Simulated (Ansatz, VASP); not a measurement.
# Cu9Sn (Cu(110)-(2x1)-Sn surface alloy) in two plane-wave programs, part 2 of 2

Aim: how closely do two programs agree when they are given the same cell, functional and k mesh? The cell is taken from a series of runs on this material, whose earlier steps may have relaxed, scaled, displaced or heated it; both programs get it as it stands.

VASP 6.6.1 and Ansatz 0.2.0.

So far: Starting point; Ansatz: single point, LDA.

## 3. VASP: single point, LDA

Level of this step: LDA; plane waves and PAW (Cu, Sn_d) (VASP).

The same cell, functional (in two slightly different forms), mesh and smearing now go to VASP, with its own data sets.

Lines of VASP's logs that name or quote its potential files are left out, and so is its time.

The input, INCAR:

```
SYSTEM = Cu9Sn
PREC = Accurate
ENCUT = 520
EDIFF = 1E-06
NELM = 120
ISMEAR = -1
SIGMA = 0.05
LREAL = .FALSE.
ALGO = Normal
GGA = PW92
NBANDS = 70
LASPH = .TRUE.
LORBIT = 11
LWAVE = .FALSE.
LCHARG = .FALSE.
ISIF = 2
LDIPOL = .TRUE.
IDIPOL = 3
DIPOL = 0.5 0.5 0.488
LVHAR = .TRUE.
GGA_COMPAT = .FALSE.
NELMDL = -8
KPAR = 2
```

The input, POSCAR:

```
Cu9Sn
1.0
    3.6100000000      0.0000000000      0.0000000000
    0.0000000000      5.1053109602      0.0000000000
    0.0000000000      0.0000000000     22.5173109602
Cu Sn
9 1
Direct
    0.0000000000      0.0000000000      0.3774873481
    0.0000000000      0.5000000000      0.3774873481
    0.5000000000      0.2500000000      0.4341694156
    0.5000000000      0.7500000000      0.4341694156
    0.0000000000      0.0000000000      0.4852009365
    0.0000000000      0.5000000000      0.4869432111
    0.5000000000      0.2461447551      0.5421829715
    0.5000000000      0.7538552449      0.5421829715
    0.0000000000      0.0000000000      0.5921890277
    0.0000000000      0.5000000000      0.6113030080
```

The input, KPOINTS:

```
Automatic mesh
0
Gamma
16 12 1
0 0 0
```

Potentials, in the order of the species: Cu and Sn_d (LDA family, release 64).

Launch:

```bash
$ mpirun -np 2 vasp_std
```

Numbers of over 12 decimals in the logs are rounded to 6 here.

What it wrote:

```text
[banner, memory and clock lines left out]
running    2 mpi-ranks, on    1 nodes
 distrk:  each k-point on    1 cores,    2 groups
 distr:  one band on    1 cores,    1 groups

 POSCAR found type information on POSCAR CuSn
 POSCAR found :  2 types and      10 ions
|                                                                             |
|               ----> ADVICE to this user running VASP <----                  |
|                                                                             |
|     You enforced a specific xc type in the INCAR file but a different       |
|     [... a line on the potential file left out ...]
|     I HOPE YOU KNOW WHAT YOU ARE DOING!                                     |
|                                                                             |

 LDA part: xc-table for (Slater(with rela. corr.)+PW92), standard interpolation
 POSCAR, INCAR and KPOINTS ok, starting setup
 FFT: planning ... GRIDC
 FFT: planning ... GRID_SOFT
 FFT: planning ... GRID
 WAVECAR not read
 entering main loop
       N       E                     dE             d eps       ncg     rms          rms(c)
DAV:   1     0.106817556735E+04    0.10682E+04   -0.48013E+04  8844   0.190E+03
DAV:   2     0.937336352105E+02   -0.97444E+03   -0.94548E+03  8820   0.457E+02
DAV:   3    -0.435919283149E+02   -0.13733E+03   -0.12979E+03  9232   0.218E+02
DAV:   4    -0.509981532057E+02   -0.74062E+01   -0.72798E+01 10094   0.649E+01
DAV:   5    -0.513158937860E+02   -0.31774E+00   -0.31746E+00 12618   0.108E+01
DAV:   6    -0.513258797377E+02   -0.99860E-02   -0.99855E-02 13838   0.171E+00
DAV:   7    -0.513260883197E+02   -0.20858E-03   -0.20858E-03 13630   0.255E-01
DAV:   8    -0.513260985644E+02   -0.10245E-04   -0.10245E-04 13858   0.502E-02    0.235E+01
DAV:   9    -0.483741243028E+02    0.29520E+01   -0.98236E+01 10664   0.136E+02    0.138E+01
DAV:  10    -0.432664702374E+02    0.51077E+01   -0.23377E+01 10480   0.107E+02    0.498E+00
DAV:  11    -0.429898597450E+02    0.27661E+00   -0.79427E+00 12060   0.656E+01    0.229E+00
DAV:  12    -0.430363713283E+02   -0.46512E-01   -0.19104E+00 11538   0.282E+01    0.183E+00
DAV:  13    -0.430504399409E+02   -0.14069E-01   -0.74270E-01 10292   0.166E+01    0.159E+00
DAV:  14    -0.430180280973E+02    0.32412E-01   -0.15772E-01 10956   0.835E+00    0.556E-01
[...]
DAV:  27    -0.430164370477E+02   -0.86090E-05   -0.69168E-07  5856   0.203E-02    0.213E-03
DAV:  28    -0.430164508663E+02   -0.13819E-04   -0.12551E-06  6154   0.182E-02    0.222E-03
DAV:  29    -0.430164521351E+02   -0.12688E-05   -0.57430E-07  6038   0.158E-02    0.637E-04
DAV:  30    -0.430164568043E+02   -0.46693E-05   -0.51317E-07  6070   0.720E-03    0.152E-03
DAV:  31    -0.430164582940E+02   -0.14896E-05   -0.38304E-07  6090   0.703E-03    0.538E-04
DAV:  32    -0.430164598115E+02   -0.15176E-05   -0.81295E-08  5700   0.564E-03    0.294E-04
DAV:  33    -0.430164612732E+02   -0.14617E-05   -0.52220E-08  5670   0.255E-03    0.160E-04
DAV:  34    -0.430164616280E+02   -0.35476E-06   -0.30219E-08  5760   0.219E-03
   1 F= -.43016462E+02 E0= -.43000288E+02  d E =-.323463E-01
```

Parts of OUTCAR (step 3):

```text
ion  position               nearest neighbor table
   1  0.000  0.000  0.377-   5 2.43   4 2.55   3 2.55   3 2.55   4 2.55   2 2.55   2 2.55
   2  0.000  0.500  0.377-   6 2.46   4 2.55   3 2.55   3 2.55   4 2.55   1 2.55   1 2.55
   3  0.500  0.250  0.434-   7 2.43   5 2.49   5 2.49   6 2.51   6 2.51   1 2.55   2 2.55   2 2.55
                             1 2.55   4 2.55   4 2.55
   4  0.500  0.750  0.434-   8 2.43   5 2.49   5 2.49   6 2.51   6 2.51   1 2.55   2 2.55   2 2.55
                             1 2.55   3 2.55   3 2.55
   5  0.000  0.000  0.485-   9 2.41   1 2.43   4 2.49   3 2.49   3 2.49   4 2.49   8 2.55   7 2.55
                             7 2.55   8 2.55   6 2.55   6 2.55
   6  0.000  0.500  0.487-   2 2.46   3 2.51   4 2.51   3 2.51   4 2.51   7 2.55   8 2.55   7 2.55
                             8 2.55   5 2.55   5 2.55  10 2.80
   7  0.500  0.246  0.542-   3 2.43   9 2.47   9 2.47   8 2.51   5 2.55   5 2.55   6 2.55   6 2.55
                             8 2.59  10 2.71  10 2.71
   8  0.500  0.754  0.542-   4 2.43   9 2.47   9 2.47   7 2.51   5 2.55   5 2.55   6 2.55   6 2.55
                             7 2.59  10 2.71  10 2.71
   9  0.000  0.000  0.592-   5 2.41   7 2.47   8 2.47   7 2.47   8 2.47  10 2.59  10 2.59
  10  0.000  0.500  0.611-   9 2.59   9 2.59   7 2.71   8 2.71   7 2.71   8 2.71   6 2.80

  LATTYP: Found a simple orthorhombic cell.
 ALAT       =     3.6100000000
 B/A-ratio  =     1.4142135624
 C/A-ratio  =     6.2374822604

 Subroutine GETGRP returns: Found  4 space group operations
 (whereof  4 operations were pure point group operations)

The static configuration has the point symmetry C_2v.

 Found     63 irreducible k-points:

   k-points           NKPTS =     63   k-points in BZ     NKDIM =     63   number of bands    NBANDS=     70

   dimension x,y,z NGX =    28 NGY =   40 NGZ =  168
   dimension x,y,z NGXF=    56 NGYF=   80 NGZF=  336

   ENCUT  =  520.0 eV  38.22 Ry    6.18 a.u.   6.71  9.49 41.87*2*pi/ulx,y,z

   NELECT =     113.0000    total number of electrons

 k-points in reciprocal lattice and weights: Automatic mesh
   0.00000000  0.00000000  0.00000000       0.005
   0.06250000  0.00000000  0.00000000       0.010
   0.12500000  0.00000000  0.00000000       0.010
   0.18750000  0.00000000  0.00000000       0.010
   0.25000000  0.00000000  0.00000000       0.010
   0.31250000  0.00000000  0.00000000       0.010
   0.37500000  0.00000000  0.00000000       0.010
   0.43750000  0.00000000  0.00000000       0.010
   0.50000000  0.00000000  0.00000000       0.005
[...]
0.43750000  0.50000000  0.00000000       0.010
   0.50000000  0.50000000  0.00000000       0.005

 dipolmoment           0.000000      0.000000     -0.005172 electrons x Angstroem

 average (electrostatic) potential at core
       1 -72.2414       2 -72.3112       3 -72.7390       4 -72.7390       5 -72.8600
       6 -72.8871       7 -72.9953       8 -72.9953       9 -72.7522      10-107.2003

 E-fermi :  -0.7871

 k-point     1 :       0.0000    0.0000    0.0000
  band No.  band energies     occupation
    ...
     53      -2.2812      2.00000
     54      -1.6989      2.00000
     55      -1.6394      2.00000
     56      -1.1319      1.99798
     57      -0.7428      0.58419
     58      -0.4405      0.00195
     59       0.7227      0.00000
     60       0.9570      0.00000
     61       1.2754      0.00000
     62       2.4983      0.00000
    ...

 k-point     2 :       0.0625    0.0000    0.0000
  band No.  band energies     occupation
    ...
     52      -2.3928      2.00000
     53      -2.2878      2.00000
     54      -1.6788      2.00000
     55      -1.6058      2.00000
     56      -1.1169      1.99727
     57      -0.7035      0.31610
     58      -0.3902      0.00071
     59       0.6169      0.00000
     60       0.8102      0.00000
     61       1.2985      0.00000
    ...

 k-point     3 :       0.1250    0.0000    0.0000
  band No.  band energies     occupation
    ...
     52      -2.3498      2.00000
     53      -2.3038      2.00000
     54      -1.6340      2.00000
     55      -1.5218      2.00000
     56      -1.0748      1.99369
     57      -0.5882      0.03677
     58      -0.2517      0.00004
     59      -0.1322      0.00000
     60       1.0572      0.00000
     61       1.3248      0.00000
    ...

  Total       -7.0124076     -7.6328271     -1.6364731      0.0000000      0.0000000      0.0000000
  in kB      -27.0727146    -29.4679604     -6.3179113      0.0000000      0.0000000      0.0000000
  external PRESSURE =     -20.9528621 kB  Pullay stress =       0.0000000 kB

  energy-cutoff  :      520.00
  volume of cell :      415.00
      direct lattice vectors                 reciprocal lattice vectors
     3.610000000  0.000000000  0.000000000     0.277008310  0.000000000  0.000000000
     0.000000000  5.105310960  0.000000000     0.000000000  0.195874455  0.000000000
     0.000000000  0.000000000 22.517310960     0.000000000  0.000000000  0.044410276

 POSITION                                       TOTAL-FORCE (eV/Angst)
 -----------------------------------------------------------------------------------
      0.00000      0.00000      8.50000         0.000000      0.000000      0.596487
      0.00000      2.55266      8.50000         0.000000      0.000000      0.773402
      1.80500      1.27633      9.77633         0.000000      0.000394     -0.709035
      1.80500      3.82898      9.77633         0.000000     -0.000394     -0.709035
      0.00000      0.00000     10.92542         0.000000      0.000000      0.014193
      0.00000      2.55266     10.96465         0.000000      0.000000     -0.011008
      1.80500      1.25665     12.20850         0.000000      0.019155     -0.008801
      1.80500      3.84867     12.20850         0.000000     -0.019155     -0.008801
      0.00000      0.00000     13.33450         0.000000      0.000000      0.064060
      0.00000      2.55266     13.76490         0.000000      0.000000     -0.001462
 -----------------------------------------------------------------------------------
    total drift:                                0.000000      0.000000      0.003478

  FREE ENERGIE OF THE ION-ELECTRON SYSTEM (eV)
  ---------------------------------------------------
  free  energy   TOTEN  =       -43.0164616280 eV

  energy  without entropy=      -42.9841153095  energy(sigma->0) =      -43.00028847

 vacuum level on the upper side and lower side of the slab         3.893         3.943

 total charge
# of ion       s       p       d       tot
------------------------------------------
    1        0.453   0.231   9.229   9.913
    2        0.440   0.232   9.228   9.900
    3        0.462   0.383   9.183  10.028
    4        0.462   0.383   9.183  10.028
    5        0.472   0.421   9.191  10.084
    6        0.459   0.405   9.192  10.055
    7        0.468   0.415   9.182  10.065
    8        0.468   0.415   9.182  10.065
    9        0.469   0.334   9.218  10.021
   10        1.231   1.092   9.997  12.320
--------------------------------------------------
tot          5.383   4.312  92.784 102.479

[... 3 further parts left out ...]
```

This run has no spin polarisation. Its electron count is odd, so without a moment it is a metal by construction.

## 4. Differences

Known differences besides the potentials themselves: the data sets hold 185 valence electrons in Ansatz (on its default PAW (the set named soft_2) files) and 113 in VASP; the cutoff is 420 eV in Ansatz and 520 eV in VASP; VASP's log shows a relativistic correction to its local exchange, Ansatz's none. Total energies have different zeros and are not compared.

Both answers:

```csv
quantity,Ansatz,VASP,difference
"work function, lower of the two faces (eV)",4.68,4.68,0.00
"work function, higher of the two faces (eV)",4.75,4.73,+0.02
```

Where the cell holds vacuum, a pressure given here is an average over it and none of the material.

## 5. Summary of results

```yaml
difference_in_work_function_higher_of_the_two_faces_single_point_lda: 0.024 eV
```

The difference in work function, higher of the two faces is 0.024 eV (single point, LDA). The data sets hold unlike numbers of valence electrons (185 in Ansatz and 113 in VASP), so part of the differences may come from the potentials. Such differences can come from data sets, numerical settings and the points named under the comparisons, not from the functional's error against experiment.

[Lines on the potential files, build, host, timing and source positions are cut from VASP's logs without a mark.]

[Logs are printed without paths, hosts, clocks, repeated set-up lines and the standing remarks that a program may print on its own settings, such as how far it seeks lower states.]

[Hosts, paths, dates, database ids (printed as entryN), source tags and the programs' standing remarks are cut or masked in the printed files.]
